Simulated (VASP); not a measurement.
A run of VASP 6.6.1 is set up as follows.

INCAR

```
SYSTEM = NbCu
  PREC = Accurate
  ENCUT = 520
  EDIFF = 1E-7
  ISMEAR = -1
  SIGMA = 0.05
  LREAL = .FALSE.
  LASPH = .TRUE.
  NELM = 80
  ALGO = Normal
  ISIF = 2
  LWAVE = .FALSE.
  LCHARG = .FALSE.
  GGA = PE
  NBANDS = 19
```

File KPOINTS:

```
Automatic mesh
0
G
  9 9 9
  0 0 0
```

The input POSCAR:

```
NbCu
1.0
    0.0000000000      2.5622100000      2.5622100000
    2.5622100000      0.0000000000      2.5622100000
    2.5622100000      2.5622100000      0.0000000000
Nb Cu
1 1
Direct
   -0.0043120000     -0.0053600000      0.0038480000
    0.4939340000      0.4882300000      0.5027310000
```

Potentials or basis: VASP PAW PBE potentials, release 64 (Nb_sv, Cu).

Command:

```bash
$ cat potpaw_PBE.64/Nb_sv/POTCAR potpaw_PBE.64/Cu/POTCAR > POTCAR
$ mpirun -np 1 vasp_std > vasp.out
```

Predict the pressure.

0.0 GPa.

Estimate the band gap on the k mesh.

none (metal or under the smearing width).

Estimate the largest force.

0.154 eV/Å.

Forces on the atoms (eV/Å):
```
Nb  -0.102 -0.038 -0.110
Cu   0.102  0.038  0.110
```
